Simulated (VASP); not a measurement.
# Hg12Te11Se (a cell with a defect) in VASP: single point with PBE

Aim: the single point of Hg12Te11Se (a cell with a defect) with PBE.

Everything below comes from runs of VASP 6.6.1. Logs are shortened: lines on timing, memory, paths and dates and some standing lists are left out, and cuts for length are marked.

### Step 1. The crystal as given

The cell holds a defect, 24 atoms: a = 9.311 Å, b = 9.311 Å, c = 10.423 Å, α = 90.00°, β = 90.00°, γ = 120.00°.

### Step 2. Single point, PBE

File INCAR:

```
SYSTEM = Hg12Te11Se
ALGO     = Fast           ! electronic algorithm
EDIFF    = 1E-6           ! SCF threshold, eV
ENCUT    = 520            ! plane-wave cutoff, eV
GGA      = PE             ! functional
ISIF     = 2              ! what is computed and relaxed
ISMEAR   = -1             ! smearing method
LASPH    = .True.         ! aspherical terms in the spheres
LCHARG   = .False.        ! write CHGCAR
LREAL    = Auto         
LWAVE    = .False.        ! write WAVECAR
NBANDS   = 126            ! bands
NELM     = 100            ! most SCF steps
PREC     = Accurate       ! precision mode
SIGMA    = 0.01           ! smearing width, eV
```

File KPOINTS:

```
k-points
0
Gamma
  3 3 2
  0 0 0
```

File POSCAR:

```
Hg12Te11Se
1.0
    9.3108750032      0.0000000000      0.0000000000
   -4.6554375016      8.0634542842      0.0000000000
    0.0000000000      0.0000000000     10.4231886400
Hg Se Te
12 1 11
Direct
    0.1606228155      0.1606228155      0.0000000000
    0.1598052022      0.6587212282     -0.0019494800
    0.6587212282      0.1598052022      0.0019494800
    0.6560603056      0.6560603056      0.0000000000
    0.0030842537      0.3406976876      0.6640771591
    0.0009338736      0.8431405928      0.6655462926
    0.4913052825      0.3403323644      0.6608650171
    0.5005696416      0.8411423229      0.6678066027
    0.3406976876      0.0030842537      0.3359228409
    0.3403323644      0.4913052825      0.3391349829
    0.8431405928      0.0009338736      0.3344537074
    0.8411423229      0.5005696416      0.3321933973
    0.2508784799      0.2508784799      0.5000000000
    0.2402916601      0.7419029346      0.5008411406
    0.7419029346      0.2402916601      0.4991588594
    0.7407628542      0.7407628542      0.5000000000
    0.0031160124      0.2609656908      0.1691869598
   -0.0010097399      0.7591019405      0.1635769388
    0.4993825452      0.2615428071      0.1683403034
    0.4954797571      0.7511694875      0.1710233638
    0.2609656908      0.0031160124      0.8308130402
    0.2615428071      0.4993825452      0.8316596966
    0.7591019405     -0.0010097399      0.8364230612
    0.7511694875      0.4954797571      0.8289766362
```

Potentials or basis: VASP PAW PBE potentials, release 64 (Hg, Se, Te).

Run with:

```
> cat potpaw_PBE.64/Hg/POTCAR potpaw_PBE.64/Se/POTCAR potpaw_PBE.64/Te/POTCAR > POTCAR
> mpirun -np 1 vasp_std > vasp.out
```

OUTCAR:

```text
SYSTEM = Hg12Te11Se
   EDIFF = 1E-6
   ENCUT = 520
   GGA = PE
   ISIF = 2
   ISMEAR = -1
   LASPH = .True.
   LREAL = Auto
   NELM = 100
   PREC = Accurate

 ion  position               nearest neighbor table
   1  0.161  0.161  0.000-  21 2.74  17 2.74  22 3.31  19 3.31  18 3.68  23 3.68
   2  0.160  0.659  0.998-  18 2.74  22 2.74  20 3.33  21 3.34  17 3.69  24 3.76
   3  0.659  0.160  0.002-  23 2.74  19 2.74  24 3.33  17 3.34  21 3.69  20 3.76
   4  0.656  0.656  0.000-  24 2.74  20 2.74  23 3.31  18 3.31  19 3.65  22 3.65
   5  0.003  0.341  0.664-  15 2.73  22 2.73  13 3.30  23 3.36  14 3.67  24 3.73
   6  0.001  0.843  0.666-  21 2.73  16 2.73  14 3.30  24 3.36  23 3.69
   7  0.491  0.340  0.661-  13 2.58  24 2.74  21 3.30  15 3.37  22 3.62  16 3.67
   8  0.501  0.841  0.668-  23 2.74  14 2.74  22 3.30  16 3.32  21 3.67  15 3.69
   9  0.341  0.003  0.336-  14 2.73  19 2.73  13 3.30  18 3.36  15 3.67  20 3.73
  10  0.340  0.491  0.339-  13 2.58  20 2.74  17 3.30  14 3.37  19 3.62  16 3.67
  11  0.843  0.001  0.334-  17 2.73  16 2.73  15 3.30  20 3.36  18 3.69
  12  0.841  0.501  0.332-  18 2.74  15 2.74  19 3.30  16 3.32  17 3.67  14 3.69
  13  0.251  0.251  0.500-  10 2.58   7 2.58   9 3.30   5 3.30
  14  0.240  0.742  0.501-   9 2.73   8 2.74   6 3.30  10 3.37   5 3.67  12 3.69
  15  0.742  0.240  0.499-   5 2.73  12 2.74  11 3.30   7 3.37   9 3.67   8 3.69
  16  0.741  0.741  0.500-  11 2.73   6 2.73  12 3.32   8 3.32   7 3.67  10 3.67
  17  0.003  0.261  0.169-  11 2.73   1 2.74  10 3.30   3 3.34  12 3.67   2 3.69
  18  0.999  0.759  0.164-   2 2.74  12 2.74   4 3.31   9 3.36   1 3.68  11 3.69
  19  0.499  0.262  0.168-   9 2.73   3 2.74  12 3.30   1 3.31  10 3.62   4 3.65
  20  0.495  0.751  0.171-  10 2.74   4 2.74   2 3.33  11 3.36   9 3.73   3 3.76
  21  0.261  0.003  0.831-   6 2.73   1 2.74   7 3.30   2 3.34   8 3.67   3 3.69
  22  0.262  0.499  0.832-   5 2.73   2 2.74   8 3.30   1 3.31   7 3.62   4 3.65
  23  0.759  0.999  0.836-   3 2.74   8 2.74   4 3.31   5 3.36   1 3.68   6 3.69
  24  0.751  0.495  0.829-   7 2.74   4 2.74   3 3.33   6 3.36   5 3.73   2 3.76

  LATTYP: Found a hexagonal cell.
 ALAT       =     9.3108750032
 C/A-ratio  =     1.1194639211

  Lattice vectors:

 A1 = (   9.3108750032,   0.0000000000,   0.0000000000)
 A2 = (  -4.6554375016,   8.0634542842,   0.0000000000)
 A3 = (   0.0000000000,   0.0000000000,  10.4231886400)

Analysis of symmetry for initial positions (statically):
=====================================================================
 Subroutine PRICEL returns:
 Original cell was already a primitive cell.

 Routine SETGRP: Setting up the symmetry group for a
 hexagonal supercell.

 Subroutine GETGRP returns: Found  2 space group operations
 (whereof  2 operations were pure point group operations)
 out of a pool of 24 trial point group operations.

The static configuration has the point symmetry C_2 .

Analysis of symmetry for dynamics (positions and initial velocities):
=====================================================================
 Subroutine PRICEL returns:
 Original cell was already a primitive cell.

 Routine SETGRP: Setting up the symmetry group for a
 hexagonal supercell.

 Subroutine GETGRP returns: Found  2 space group operations
 (whereof  2 operations were pure point group operations)
 out of a pool of 24 trial point group operations.

The dynamic configuration has the point symmetry C_2 .

 Subroutine INISYM returns: Found  2 space group operations
 (whereof  2 operations are pure point group operations),
 and found     1 'primitive' translations

----------------------------------------------------------------------------------------

                                     Primitive cell

  volume of cell :     782.5502

  direct lattice vectors                    reciprocal lattice vectors
     9.310875003  0.000000000  0.000000000     0.107401291  0.062008165  0.000000000
    -4.655437502  8.063454284  0.000000000     0.000000000  0.124016329  0.000000000
     0.000000000  0.000000000 10.423188640     0.000000000  0.000000000  0.095939931

  length of vectors
     9.310875003  9.310875003 10.423188640     0.124016329  0.124016329  0.095939931

  position of ions in fractional coordinates (direct lattice)
     0.160622815  0.160622815  0.000000000
     0.159805202  0.658721228  0.998050520
     0.658721228  0.159805202  0.001949480
     0.656060306  0.656060306  0.000000000
     0.003084254  0.340697688  0.664077159
     0.000933874  0.843140593  0.665546293
[... 16 lines left out ...]
     0.759101941  0.998990260  0.836423061
     0.751169488  0.495479757  0.828976636

  ion indices of the primitive-cell ions
   primitive index   ion index
                 1           1
                 2           2
                 3           3
                 4           4
                 5           5
                 6           6
[... 16 lines left out ...]
                23          23
                24          24

----------------------------------------------------------------------------------------

 KPOINTS: k-points

Automatic generation of k-mesh.
 Grid dimensions read from file:
 generate k-points for:    3    3    2

 Generating k-lattice:

  Cartesian coordinates                     Fractional coordinates (reciprocal lattice)
     0.035800430  0.020669388  0.000000000     0.333333333 -0.000000000  0.000000000
     0.000000000  0.041338776  0.000000000     0.000000000  0.333333333  0.000000000
     0.000000000  0.000000000  0.047969966     0.000000000  0.000000000  0.500000000

  Length of vectors
     0.041338776  0.041338776  0.047969966

  Shift w.r.t. Gamma in fractional coordinates (k-lattice)
     0.000000000  0.000000000  0.000000000

 Subroutine IBZKPT returns following result:
 ===========================================

 Found      8 irreducible k-points:

 Following reciprocal coordinates:
            Coordinates               Weight
  0.000000  0.000000  0.000000      1.000000
  0.333333 -0.000000  0.000000      4.000000
 -0.333333  0.333333  0.000000      2.000000
  0.333333  0.333333  0.000000      2.000000
  0.000000  0.000000  0.500000      1.000000
  0.333333 -0.000000  0.500000      4.000000
 -0.333333  0.333333  0.500000      2.000000
  0.333333  0.333333  0.500000      2.000000
   k-points           NKPTS =      8   k-points in BZ     NKDIM =      8   number of bands    NBANDS=    126
   number of dos      NEDOS =    301   number of ions     NIONS =     24
   total plane-waves  NPLWV = 392000
   dimension x,y,z NGX =    70 NGY =   70 NGZ =   80
   dimension x,y,z NGXF=   140 NGYF=  140 NGZF=  160
   ions per type =              12   1  11
   NGX,Y,Z   is equivalent  to a cutoff of  12.50, 12.50, 12.76 a.u.
   NGXF,Y,Z  is equivalent  to a cutoff of  25.00, 25.00, 25.52 a.u.
 SYSTEM =  Hg12Te11Se
   PREC   = accura    normal or accurate (medium, high low for compatibility)
   ISTART =      0    job   : 0-new  1-cont  2-samecut
   ICHARG =      2    charge: 1-file 2-atom 10-const
   ISPIN  =      1    spin polarized calculation?
   LNONCOLLINEAR =      F non collinear calculations
   LSORBIT =      F    spin-orbit coupling
   LASPH  =      T    aspherical Exc in radial PAW
   ENCUT  =  520.0 eV  38.22 Ry    6.18 a.u.  17.31 17.31 19.38*2*pi/ulx,y,z
   NELM   =    100;   NELMIN=  2; NELMDL= -5     # of ELM steps
   EDIFF  = 0.1E-05   stopping-criterion for ELM
   LREAL  =      T    real-space projection
   EDIFFG = 0.1E-04   stopping-criterion for IOM
   NSW    =      0    number of steps for IOM
   IBRION =     -1    ionic relax: 0-MD 1-quasi-New 2-CG
   NFREE  =      0    steps in history (QN), initial steepest desc. (CG)
   ISIF   =      2    stress and relaxation
   ISYM   =      2    0-nonsym 1-usesym 2-fastsym
   POTIM  = 0.5000    time-step for ionic-motion
   TEBEG  =    0.0;   TEEND  =   0.0 temperature during run
   PSTRESS=    0.0 pullay stress
   NELECT =     216.0000    total number of electrons
   NUPDOWN=      -1.0000    fix difference up-down
   EMIN   =  10.00;   EMAX   =-10.00  energy-range for DOS
   EFERMI =   0.00;   METHOD = LEGACY
   ISMEAR =    -1;   SIGMA  =   0.01  broadening in eV -4-tet -1-fermi 0-gaus
   EFERMI_NEDOS =   21; number of points for ismear=-14 and -15
   IALGO  =     68    algorithm
   IMIX   =      4    mixing-type and parameters
     AMIX     =   0.40;   BMIX     =  1.00
     AMIX_MAG =   1.60;   BMIX_MAG =  1.00
  volume/ion in A,a.u.               =      32.61       220.04
  Fermi-wavevector in a.u.,A,eV,Ry     =   1.065914  2.014285 15.458556  1.136172
  Thomas-Fermi vector in A             =   2.201481
   LORBIT       =      0    0 simple, 1 ext, 2 COOP (PROOUT), +10 PAW based schemes
   GGA     = PE    functional components
   LHFCALC =     F    Hartree Fock is set to
   AEXX    =    0.0000 exact exchange contribution
   IVDW    =     0    specifies the selected vdW correction
   LEPSILON=     F    determine dielectric tensor
   LRPA    =     F    only Hartree local field effects (RPA)
 non-spin polarized calculation
 RMM-DIIS sequential band-by-band and
  energy-cutoff  :      520.00
  volume of cell :      782.55
 maximum number of plane-waves:     21082
 NGX is ok and might be reduce to    70
   NGX = 35   NGY = 35   NGZ = 39

 number of electron     216.0000002 magnetization

 Free energy of the ion-electron system (eV)
  ---------------------------------------------------
  ext. energy  EPLUGINS =         0.00000000
  ---------------------------------------------------
  free energy    TOTEN  =       -42.76972649 eV

  energy without entropy =      -42.76972649  energy(sigma->0) =      -42.76972649

 E-fermi :   3.2379     XC(G=0):  -9.0612

 val. band max:        3.0056374048   @ k =   0.0000   0.0000   0.5000
 cond. band min:       3.5896240831   @ k =   0.0000   0.0000   0.0000
 fundamental gap:      0.5839866783
 Fermi energy:         3.2378923565

 k-point     1 :       0.0000    0.0000    0.0000
  band No.  band energies     occupation
      1      -9.6410      2.00000
      2      -8.6774      2.00000
      3      -8.1512      2.00000
      4      -8.1475      2.00000
      5      -8.0265      2.00000
      6      -7.9642      2.00000
[... 112 lines left out ...]
    119       5.1820      0.00000
    120       5.2110      0.00000

 k-point     2 :       0.3333   -0.0000    0.0000
  band No.  band energies     occupation
      1      -9.6341      2.00000
      2      -8.5798      2.00000
      3      -8.3093      2.00000
      4      -8.1686      2.00000
      5      -8.0535      2.00000
      6      -7.9232      2.00000
[... 734 lines left out ...]
      3      -8.2782      2.00000
      4      -8.2719      2.00000
      5      -8.2380      2.00000
      6      -8.2168      2.00000
[... 112 lines left out ...]
    119       5.1952      0.00000
    120       5.2004      0.00000
 [bands above 120 left out]

------------------------ aborting loop because EDIFF is reached ----------------------------------------

  FORCE on cell =-STRESS in cart. coord.  units (eV):
  Direction    XX          YY          ZZ          XY          YZ          ZX
  --------------------------------------------------------------------------------------
  -------------------------------------------------------------------------------------
  Total        2.5569150      2.7040028      1.6400491      0.1273818      0.1003584     -0.1738256
  in kB        5.2349755      5.5361200      3.3578030      0.2607988      0.2054717     -0.3558871
  external PRESSURE =       4.7096328 kB  Pullay stress =       0.0000000 kB

 VOLUME and BASIS-vectors are now :
 -----------------------------------------------------------------------------
  energy-cutoff  :      520.00
  volume of cell :      782.55
      direct lattice vectors                 reciprocal lattice vectors
     9.310875003  0.000000000  0.000000000     0.107401291  0.062008165  0.000000000
    -4.655437502  8.063454284  0.000000000     0.000000000  0.124016329  0.000000000
     0.000000000  0.000000000 10.423188640     0.000000000  0.000000000  0.095939931

 POSITION                                       TOTAL-FORCE (eV/Angst)
 -----------------------------------------------------------------------------------
      0.74777      1.29517      0.00000         0.002372      0.004109      0.000000
     -1.57871      5.31157     10.40287         0.005214      0.009974      0.007267
      5.38931      1.28858      0.02032         0.006031      0.009502     -0.007267
      3.05425      5.29011      0.00000         0.013251      0.022952      0.000000
     -1.55738      2.74720      6.92180        -0.008833      0.003033      0.005166
     -3.91649      6.79863      6.93711         0.012137     -0.014504      0.006281
[... 16 lines left out ...]
      2.41717      8.05531      8.71820         0.027062     -0.002415      0.010052
      4.68737      3.99528      8.64058         0.034012     -0.015221     -0.010388
 -----------------------------------------------------------------------------------
    total drift:                                0.009861      0.017080     -0.000000

  FREE ENERGIE OF THE ION-ELECTRON SYSTEM (eV)
  ---------------------------------------------------
  free  energy   TOTEN  =       -42.7697264892 eV

  energy  without entropy=      -42.7697264892  energy(sigma->0) =      -42.76972649
```

Run time: 13 min. Hardware: 1 thread of AMD EPYC 9R45 (Zen 5), shared host; peak memory 1.1 GiB.

What came out:

```
Free energy            : -42.7697 eV
Pressure               : 0.5 GPa
Largest force          : 0.039 eV/Å
Band gap on the k mesh : 0.58 eV, indirect (least direct gap 0.73 eV)
```

Forces in eV/Å, atoms in the order of the input:
```
Hg   0.002  0.004  0.000
Hg   0.005  0.010  0.007
Hg   0.006  0.010 -0.007
Hg   0.013  0.023  0.000
Hg  -0.009  0.003  0.005
Hg   0.012 -0.015  0.006
Hg  -0.005  0.008  0.010
Hg   0.002 -0.009 -0.004
Hg   0.007 -0.006 -0.005
Hg   0.010  0.000 -0.010
Hg  -0.019  0.003 -0.006
Hg  -0.009 -0.003  0.004
Se  -0.015 -0.026  0.000
Te  -0.020 -0.014  0.005
Te  -0.002 -0.024 -0.005
Te  -0.015 -0.026  0.000
Te  -0.014  0.021 -0.007
Te  -0.016  0.022 -0.010
Te  -0.017  0.020  0.008
Te  -0.030  0.022  0.010
Te   0.026 -0.002  0.007
Te   0.026 -0.004 -0.008
Te   0.027 -0.002  0.010
Te   0.034 -0.015 -0.010
```

Caveat: spin-orbit coupling is left out, which moves the levels of the heavy elements.
